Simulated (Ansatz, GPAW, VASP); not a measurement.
# One calculation of Cu2IBr, 3 ways

```
I Br Cu
1.0
     1.96853    1.13653    6.38762
    -1.96853    1.13653    6.38762
     0.00000   -2.27306    6.38762
I Br Cu
1 1 2
Direct
  0.00000 0.00000 0.00000
  0.50000 0.50000 0.50000
  0.24903 0.24903 0.24903
  0.75097 0.75097 0.75097
```

The cell comes from a database or a generator and needn't be the stable form of this composition.

Alike in all runs: task single point; functional PBE; k mesh 8 × 8 × 8; occupations fermi-dirac, width 0.05 eV; no spin polarisation; no spin-orbit coupling. Pressure is positive in compression and, in plane waves, holds the error of the finite cutoff, which Ansatz's Pulay term estimates and takes out.

| program and potentials | plane-wave cutoff (eV) | notes | pressure (GPa) |
| --- | --- | --- | --- |
| Ansatz, Ansatz PAW | 420 | 15.5 valence electrons an atom on average; Pulay term of +0.06 GPa included | 0.77 |
| GPAW, GPAW PAW data sets (gpaw-data 1.2.1) | 600 | 9 valence electrons an atom on average; this data set often lies off other programs | 1.22 |
| VASP, PBE PAW files Br, Cu, I, 520 eV | 520 | 9 valence electrons an atom on average | 0.78 |

Force on atom 4 (Cu), eV/Å:

```
                    program and potentials      x      y      z
                        Ansatz, Ansatz PAW  0.000  0.000  0.030
GPAW, GPAW PAW data sets (gpaw-data 1.2.1)  0.000  0.000  0.065
     VASP, PBE PAW files Br, Cu, I, 520 eV  0.000  0.000  0.028
```

The pressure spans 0.77 (Ansatz, Ansatz PAW) to 1.22 GPa (GPAW, GPAW PAW data sets (gpaw-data 1.2.1)).

Differences between rows come from potentials, basis sets and numerical settings, since the functional is the same but for its coding. Runs on potential files found faulty are left out.
